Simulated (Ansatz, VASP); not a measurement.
# One calculation of BiPdCl, two programs

File INCAR:

```
ALGO = Normal
EDIFF = 1E-6
ENCUT = 520
GGA = PE
ISIF = 2
ISMEAR = 1
LASPH = T
LCHARG = F
LREAL = F
LWAVE = F
NBANDS = 41
NELM = 100
PREC = Accurate
SIGMA = 0.0216
```

File KPOINTS:

```
k-points
0
Gamma
  5 5 3
```

Contents of POSCAR:

```
BiPdCl
1.0
    3.9954691500      0.0000000000      0.0000000000
    0.0000000000      3.9954691500      0.0000000000
    0.0000000000      0.0000000000      7.5698215000
Bi Pd Cl
2 2 2
Direct
    0.0000000000      0.5000000000      0.1710000000
    0.5000000000      0.0000000000      0.8290000000
    0.0000000000      0.0000000000      0.0000000000
    0.5000000000      0.5000000000      0.0000000000
    0.0000000000      0.5000000000      0.6500000000
    0.5000000000      0.0000000000      0.3500000000
```

Input for Ansatz:

```yaml
crystal:
  lattice:
    - [3.99546915, 0.0, 0.0]
    - [0.0, 3.99546915, 0.0]
    - [0.0, 0.0, 7.5698215]
  atoms:
    - { symbol: Bi, position: [0.0, 0.5, 0.171] }
    - { symbol: Bi, position: [0.5, 0.0, 0.829] }
    - { symbol: Pd, position: [0.0, 0.0, 0.0] }
    - { symbol: Pd, position: [0.5, 0.5, 0.0] }
    - { symbol: Cl, position: [0.0, 0.5, 0.65] }
    - { symbol: Cl, position: [0.5, 0.0, 0.35] }
  symmetry: { tolerance: 0.0003 }
kpoints:
  mp_grid: { grid: [5, 5, 3], shift: [0, 0, 0] }
magnetization:
  spin_polarized: false
scf:
  occupations: { method: methfessel_paxton, width: 0.0216 }
  mixing: { preconditioner: resta }
  n_extra_bands: 32
hamiltonian:
  pseudopotentials: { kind: paw }
  xc: pbe
basis:
  ecutwfc: 420
  ecutrho_ratio: 12
output:
  forces: true
  stress: true
  eigenvalues: true
```

The cell was built by a generator and needn't be a form met in nature.

Alike in both runs: task single point; functional PBE; k mesh 5 × 5 × 3; occupations methfessel-paxton of order 1, width 0.0216 eV; no spin polarisation.

```csv
,VASP,Ansatz
version,VASP 6.6.1,Ansatz 0.2.0
potentials or method,"VASP PAW PBE potentials, release 64 (Bi_d, Pd, Cl)",PAW plane waves
plane-wave cutoff (eV),520,420
valence electrons in the cell,64,80
```

```tsv
	VASP	Ansatz	Ansatz less VASP
gap on the k mesh at the Fermi level (eV)	none	none	-
rms of the force components (eV/Å)	3.781	3.729	-0.0522
```

Atom by atom the forces differ by 0.052 eV/Å (rms over components). A gap of «none» marks a metal or a gap that the smearing closes. The two sets of potentials don't hold the same shells in valence.

Caveats: spin-orbit coupling is left out, which moves the levels of the heavy elements; forces of over 1 eV/Å show positions far from the minimum, so gaps and moduli don't describe the material at rest.
